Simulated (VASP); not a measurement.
# MgIn2N2 (R-3m) in VASP: single point with r2SCAN

Aim: the single point of MgIn2N2 with r2SCAN.

All numbers are computed with VASP 6.6.1; they aren't measurements. Logs are shortened: lines on timing, memory, paths and dates and some standing lists are left out, and cuts for length are marked.

## Step 1: The crystal as given

The structure is trigonal, space group R-3m (No. 166). The conventional cell has a = 3.340 Å, b = 3.340 Å, c = 23.317 Å, α = 90.00°, β = 90.00°, γ = 120.00°. Around Mg (site symmetry -3m) lie 6 N at 2.33 Å. In (site symmetry 3m) has 3 N at 2.25 Å as nearest neighbours. N (site symmetry 3m) has 3 In at 2.25 Å and 3 Mg at 2.33 Å as nearest neighbours.

The cell comes from a database or a generator and needn't be the stable form of this composition.

## Step 2: Single point, r2SCAN

The input, POSCAR:

```
MgIn2N2
1.0
    1.6701480000      0.9642600000      7.7724940000
   -1.6701480000      0.9642600000      7.7724940000
    0.0000000000     -1.9285210000      7.7724940000
Mg In N
1 2 2
Direct
    0.0000000000      0.0000000000      0.0000000000
    0.4390070000      0.4390070000      0.4390070000
    0.5609930000      0.5609930000      0.5609930000
    0.2772770000      0.2772770000      0.2772770000
    0.7227230000      0.7227230000      0.7227230000
```

The input, INCAR.step1:

```
PREC     = Accurate       # precision mode
ENCUT    = 520            # plane-wave cutoff, eV
ISMEAR   = 0              # smearing method
SIGMA    = 0.01           # smearing width, eV
LREAL    = F              # projectors in reciprocal space
LASPH    = T              # aspherical terms in the spheres
NELM     = 100            # most SCF steps
NBANDS   = 27             # bands
GGA      = PE             # functional
ALGO     = Normal         # electronic algorithm
EDIFF    = 1E-4           # SCF threshold, eV
LWAVE    = T              # write WAVECAR
LCHARG   = F              # write CHGCAR
```

The input, INCAR.step2:

```
PREC     = Accurate       # precision mode
ENCUT    = 520            # plane-wave cutoff, eV
EDIFF    = 1E-7           # SCF threshold, eV
ISMEAR   = 0              # smearing method
SIGMA    = 0.01           # smearing width, eV
LREAL    = F              # projectors in reciprocal space
LASPH    = T              # aspherical terms in the spheres
NELM     = 100            # most SCF steps
ALGO     = Normal         # electronic algorithm
ISIF     = 2              # what is computed and relaxed
LWAVE    = F              # write WAVECAR
LCHARG   = T              # write CHGCAR
METAGGA  = R2SCAN         # meta-GGA
LMIXTAU  = T            
LELF     = T              # ELF
LVHAR    = T            
NBANDS   = 27             # bands
ISTART   = 1
```

The input, KPOINTS:

```
regular mesh
0
Gamma
  7 7 7
```

Potentials or basis: VASP PAW PBE potentials, release 64 (Mg, In_d, N).

The run is started by

```bash
cat potpaw_PBE.64/Mg/POTCAR potpaw_PBE.64/In_d/POTCAR potpaw_PBE.64/N/POTCAR > POTCAR
cp INCAR.step1 INCAR
mpirun -np 1 vasp_std > vasp.out
cp INCAR.step2 INCAR
mpirun -np 1 vasp_std > vasp.out
```

OUTCAR:

```text
PREC = Accurate
   ENCUT = 520
   EDIFF = 1E-7
   ISMEAR = 0
   LREAL = F
   LASPH = T
   NELM = 100
   ISIF = 2
   METAGGA = R2SCAN
   ISTART = 1

 ion  position               nearest neighbor table
   1  0.000  0.000  0.000-   5 2.33   4 2.33   5 2.33   5 2.33   4 2.33   4 2.33   2 3.13   3 3.13
                             2 3.13   3 3.13   2 3.13   3 3.13
   2  0.439  0.439  0.439-   5 2.25   5 2.25   5 2.25   3 2.84   1 3.13   1 3.13   1 3.13
   3  0.561  0.561  0.561-   4 2.25   4 2.25   4 2.25   2 2.84   1 3.13   1 3.13   1 3.13
   4  0.277  0.277  0.277-   3 2.25   3 2.25   3 2.25   1 2.33   1 2.33   1 2.33
   5  0.723  0.723  0.723-   2 2.25   2 2.25   2 2.25   1 2.33   1 2.33   1 2.33

  LATTYP: Found a trigonal (rhomboedric) cell.
 ALAT       =     8.0081742407
 COS(alpha) =     0.9130092884

  Lattice vectors:

 A1 = (   1.6701480000,   0.9642600000,   7.7724940000)
 A2 = (  -1.6701480000,   0.9642600000,   7.7724940000)
 A3 = (   0.0000000000,  -1.9285210000,   7.7724940000)

Analysis of symmetry for initial positions (statically):
=====================================================================
 Subroutine PRICEL returns:
 Original cell was already a primitive cell.

 Routine SETGRP: Setting up the symmetry group for a
 trigonal (rhombohedral) supercell.

 Subroutine GETGRP returns: Found 12 space group operations
 (whereof 12 operations were pure point group operations)
 out of a pool of 12 trial point group operations.

The static configuration has the point symmetry D_3d.

Analysis of symmetry for dynamics (positions and initial velocities):
=====================================================================
 Subroutine PRICEL returns:
 Original cell was already a primitive cell.

 Routine SETGRP: Setting up the symmetry group for a
 trigonal (rhombohedral) supercell.

 Subroutine GETGRP returns: Found 12 space group operations
 (whereof 12 operations were pure point group operations)
 out of a pool of 12 trial point group operations.

The dynamic configuration has the point symmetry D_3d.

 Subroutine INISYM returns: Found 12 space group operations
 (whereof 12 operations are pure point group operations),
 and found     1 'primitive' translations

----------------------------------------------------------------------------------------

                                     Primitive cell

  volume of cell :      75.1036

  direct lattice vectors                    reciprocal lattice vectors
     1.670148000  0.964260000  7.772494000     0.299374666  0.172844056  0.042886285
    -1.670148000  0.964260000  7.772494000    -0.299374666  0.172844056  0.042886285
     0.000000000 -1.928521000  7.772494000     0.000000000 -0.345688111  0.042886263

  length of vectors
     8.008174241  8.008174241  8.008174338     0.348338186  0.348338186  0.348338200

  position of ions in fractional coordinates (direct lattice)
     0.000000000  0.000000000  0.000000000
     0.439007000  0.439007000  0.439007000
     0.560993000  0.560993000  0.560993000
     0.277277000  0.277277000  0.277277000
     0.722723000  0.722723000  0.722723000

  ion indices of the primitive-cell ions
   primitive index   ion index
                 1           1
                 2           2
                 3           3
                 4           4
                 5           5

----------------------------------------------------------------------------------------

 KPOINTS: regular mesh

Automatic generation of k-mesh.
 Grid dimensions read from file:
 generate k-points for:    7    7    7

 Generating k-lattice:

  Cartesian coordinates                     Fractional coordinates (reciprocal lattice)
     0.042767809  0.024692008  0.006126612     0.142857143  0.000000000  0.000000000
    -0.042767809  0.024692008  0.006126612     0.000000000  0.142857143  0.000000000
     0.000000000 -0.049384016  0.006126609    -0.000000000 -0.000000000  0.142857143

  Length of vectors
     0.049762598  0.049762598  0.049762600

  Shift w.r.t. Gamma in fractional coordinates (k-lattice)
     0.000000000  0.000000000  0.000000000

 Subroutine IBZKPT returns following result:
 ===========================================

 Found     44 irreducible k-points:

 Following reciprocal coordinates:
            Coordinates               Weight
  0.000000  0.000000  0.000000      1.000000
  0.142857  0.000000  0.000000      6.000000
  0.285714 -0.000000 -0.000000      6.000000
  0.428571  0.000000 -0.000000      6.000000
  0.142857  0.142857  0.000000      6.000000
  0.285714  0.142857 -0.000000     12.000000
[... 16 lines left out ...]
  0.285714  0.285714  0.142857      6.000000
  0.428571  0.285714  0.142857     12.000000
 [... further k-points ...]
   k-points           NKPTS =     44   k-points in BZ     NKDIM =     44   number of bands    NBANDS=     27
   number of dos      NEDOS =    301   number of ions     NIONS =      5
   total plane-waves  NPLWV = 216000
   dimension x,y,z NGX =    60 NGY =   60 NGZ =   60
   dimension x,y,z NGXF=   120 NGYF=  120 NGZF=  120
   ions per type =               1   2   2
   NGX,Y,Z   is equivalent  to a cutoff of  12.46, 12.46, 12.46 a.u.
   NGXF,Y,Z  is equivalent  to a cutoff of  24.91, 24.91, 24.91 a.u.
 SYSTEM =  unknown system
   PREC   = accura    normal or accurate (medium, high low for compatibility)
   ISTART =      1    job   : 0-new  1-cont  2-samecut
   ICHARG =      0    charge: 1-file 2-atom 10-const
   ISPIN  =      1    spin polarized calculation?
   LNONCOLLINEAR =      F non collinear calculations
   LSORBIT =      F    spin-orbit coupling
   LASPH  =      T    aspherical Exc in radial PAW
   ENCUT  =  520.0 eV  38.22 Ry    6.18 a.u.  14.89 14.89 14.89*2*pi/ulx,y,z
   NELM   =    100;   NELMIN=  2; NELMDL=  0     # of ELM steps
   EDIFF  = 0.1E-06   stopping-criterion for ELM
   LREAL  =      F    real-space projection
   EDIFFG = 0.1E-05   stopping-criterion for IOM
   NSW    =      0    number of steps for IOM
   IBRION =     -1    ionic relax: 0-MD 1-quasi-New 2-CG
   NFREE  =      0    steps in history (QN), initial steepest desc. (CG)
   ISIF   =      2    stress and relaxation
   ISYM   =      2    0-nonsym 1-usesym 2-fastsym
   POTIM  = 0.5000    time-step for ionic-motion
   TEBEG  =    0.0;   TEEND  =   0.0 temperature during run
   PSTRESS=    0.0 pullay stress
   NELECT =      38.0000    total number of electrons
   NUPDOWN=      -1.0000    fix difference up-down
   EMIN   =  10.00;   EMAX   =-10.00  energy-range for DOS
   EFERMI =   0.00;   METHOD = LEGACY
   ISMEAR =     0;   SIGMA  =   0.01  broadening in eV -4-tet -1-fermi 0-gaus
   EFERMI_NEDOS =   21; number of points for ismear=-14 and -15
   IALGO  =     38    algorithm
   IMIX   =      4    mixing-type and parameters
     AMIX     =   0.40;   BMIX     =  1.00
     AMIX_MAG =   1.60;   BMIX_MAG =  1.00
  volume/ion in A,a.u.               =      15.02       101.36
  Fermi-wavevector in a.u.,A,eV,Ry     =   1.304515  2.465176 23.153840  1.701759
  Thomas-Fermi vector in A             =   2.435446
   LORBIT       =      0    0 simple, 1 ext, 2 COOP (PROOUT), +10 PAW based schemes
   METAGGA = R2SCAN    functional components
   LHFCALC =     F    Hartree Fock is set to
   AEXX    =    0.0000 exact exchange contribution
   IVDW    =     0    specifies the selected vdW correction
   LEPSILON=     F    determine dielectric tensor
   LRPA    =     F    only Hartree local field effects (RPA)
 non-spin polarized calculation
 Gauss-broadening in eV      SIGMA  =   0.01
  energy-cutoff  :      520.00
  volume of cell :       75.10
 maximum number of plane-waves:      2036
   NGX = 29   NGY = 29   NGZ = 29

 number of electron      37.9999995 magnetization

 Free energy of the ion-electron system (eV)
  ---------------------------------------------------
  ext. energy  EPLUGINS =         0.00000000
  ---------------------------------------------------
  free energy    TOTEN  =       -69.38565890 eV

  energy without entropy =      -69.38565890  energy(sigma->0) =      -69.38565890

 E-fermi :   6.5364     XC(G=0): -11.4179

 val. band max:        6.4295136475   @ k =  -0.4286   0.4286   0.4286
 cond. band min:       7.0940793426   @ k =   0.4286   0.4286   0.4286
 fundamental gap:      0.6645656951
 Fermi energy:         6.5364348056

 k-point     1 :       0.0000    0.0000    0.0000
  band No.  band energies     occupation
      1      -8.9307      2.00000
      2      -8.4698      2.00000
      3      -8.0770      2.00000
      4      -7.9100      2.00000
      5      -7.9100      2.00000
      6      -7.8921      2.00000
[... 19 lines left out ...]
     26      17.5807      0.00000
     27      17.5807      0.00000

 k-point     2 :       0.1429    0.0000    0.0000
  band No.  band energies     occupation
      1      -8.9488      2.00000
      2      -8.6158      2.00000
      3      -8.0701      2.00000
      4      -7.8518      2.00000
      5      -7.8434      2.00000
      6      -7.8261      2.00000
[... 19 lines left out ...]
     26      16.4184      0.00000
     27      17.4792      0.00000

 k-point     3 :       0.2857   -0.0000   -0.0000
  band No.  band energies     occupation
      1      -9.0185      2.00000
      2      -8.8474      2.00000
      3      -8.0183      2.00000
      4      -7.8755      2.00000
      5      -7.8173      2.00000
      6      -7.7765      2.00000
[... 19 lines left out ...]
     26      15.7252      0.00000
     27      16.2007      0.00000

 k-point     4 :       0.4286    0.0000   -0.0000
  band No.  band energies     occupation
      1      -9.0663      2.00000
      2      -9.0138      2.00000
      3      -7.9851      2.00000
      4      -7.9357      2.00000
      5      -7.8318      2.00000
      6      -7.7891      2.00000
[... 19 lines left out ...]
     26      15.8391      0.00000
     27      16.3432      0.00000

 k-point     5 :       0.1429    0.1429    0.0000
  band No.  band energies     occupation
      1      -8.9474      2.00000
      2      -8.6182      2.00000
      3      -8.0637      2.00000
      4      -7.8523      2.00000
      5      -7.8430      2.00000
      6      -7.8193      2.00000
[... 19 lines left out ...]
     26      16.4210      0.00000
     27      17.7745      0.00000

 k-point     6 :       0.2857    0.1429   -0.0000
  band No.  band energies     occupation
      1      -8.9907      2.00000
      2      -8.7824      2.00000
      3      -8.0305      2.00000
      4      -7.8354      2.00000
      5      -7.8273      2.00000
      6      -7.7742      2.00000
[... 444 lines left out ...]
      1      -9.0784      2.00000
      2      -9.0006      2.00000
      3      -7.9812      2.00000
      4      -7.9352      2.00000
      5      -7.8322      2.00000
      6      -7.7919      2.00000
[... 19 lines left out ...]
     26      15.8573      0.00000
     27      16.4684      0.00000

 k-point    22 :      -0.1429    0.1429    0.1429
  band No.  band energies     occupation
      1      -9.0227      2.00000
      2      -8.8420      2.00000
      3      -8.0131      2.00000
      4      -7.8752      2.00000
      5      -7.8178      2.00000
      6      -7.7796      2.00000
[... 19 lines left out ...]
     26      15.7349      0.00000
     27      16.2601      0.00000

 k-point    23 :       0.2857    0.2857    0.1429
  band No.  band energies     occupation
      1      -8.9394      2.00000
      2      -8.6314      2.00000
      3      -8.0469      2.00000
      4      -7.8527      2.00000
      5      -7.8429      2.00000
      6      -7.8208      2.00000
[... 19 lines left out ...]
     26      16.4139      0.00000
     27      17.5742      0.00000

 k-point    24 :       0.4286    0.2857    0.1429
  band No.  band energies     occupation
      1      -8.9813      2.00000
      2      -8.7944      2.00000
      3      -8.0232      2.00000
      4      -7.8342      2.00000
      5      -7.8281      2.00000
      6      -7.7812      2.00000
[... 19 lines left out ...]
     26      15.7792      0.00000
     27      16.8594      0.00000

 [... further k-points ...]

------------------------ aborting loop because EDIFF is reached ----------------------------------------

  FORCE on cell =-STRESS in cart. coord.  units (eV):
  Direction    XX          YY          ZZ          XY          YZ          ZX
  --------------------------------------------------------------------------------------
  -------------------------------------------------------------------------------------
  Total       -1.7322385     -1.7322383     -1.7649481      0.0000000      0.0000001      0.0000000
  in kB      -36.9536529    -36.9536480    -37.6514424      0.0000000      0.0000016      0.0000000
  external PRESSURE =     -37.1862478 kB  Pullay stress =       0.0000000 kB

 VOLUME and BASIS-vectors are now :
 -----------------------------------------------------------------------------
  energy-cutoff  :      520.00
  volume of cell :       75.10
      direct lattice vectors                 reciprocal lattice vectors
     1.670148000  0.964260000  7.772494000     0.299374666  0.172844056  0.042886285
    -1.670148000  0.964260000  7.772494000    -0.299374666  0.172844056  0.042886285
     0.000000000 -1.928521000  7.772494000     0.000000000 -0.345688111  0.042886263

 POSITION                                       TOTAL-FORCE (eV/Angst)
 -----------------------------------------------------------------------------------
      0.00000      0.00000      0.00000         0.000000     -0.000000      0.000000
      0.00000     -0.00000     10.23654         0.000000      0.000000     -0.194750
      0.00000     -0.00000     13.08094         0.000000     -0.000000      0.194750
      0.00000     -0.00000      6.46540         0.000000      0.000000     -0.184659
      0.00000     -0.00000     16.85208         0.000000     -0.000000      0.184659
 -----------------------------------------------------------------------------------
    total drift:                               -0.000000     -0.000000      0.000000

  FREE ENERGIE OF THE ION-ELECTRON SYSTEM (eV)
  ---------------------------------------------------
  free  energy   TOTEN  =       -69.3856589018 eV

  energy  without entropy=      -69.3856589018  energy(sigma->0) =      -69.38565890
```

Wall time 30 min (1 thread of Intel Xeon Platinum 8488C (Sapphire Rapids), shared host); peak memory 0.59 GiB.

What came out:

* Free energy: -69.3857 eV
* Pressure: -3.7 GPa
* Largest force: 0.195 eV/Å
* Band gap on the k mesh: 0.66 eV, indirect (least direct gap 0.94 eV)

Forces on the atoms (eV/Å):
```
Mg   0.000  0.000  0.000
In   0.000  0.000 -0.195
In   0.000  0.000  0.195
N    0.000  0.000 -0.185
N    0.000  0.000  0.185
```

Levels at points of the mesh, in eV from the valence-band top:
| k point | band 16 | band 17 | band 18 | band 19 | band 20 | band 21 | band 22 | band 23 |
| --- | --- | --- | --- | --- | --- | --- | --- | --- |
| (0.00, 0.00, 0.00) | -0.69 | -0.69 | -0.40 | -0.40 | 2.29 | 3.42 | 6.09 | 9.37 |

Caveat: the PAW data sets were made with another functional, which shifts forces and pressure a little; spin-orbit coupling is left out, which moves the levels of the heavy elements; an odd mesh through Γ misses points on the zone boundary, where band edges often lie.
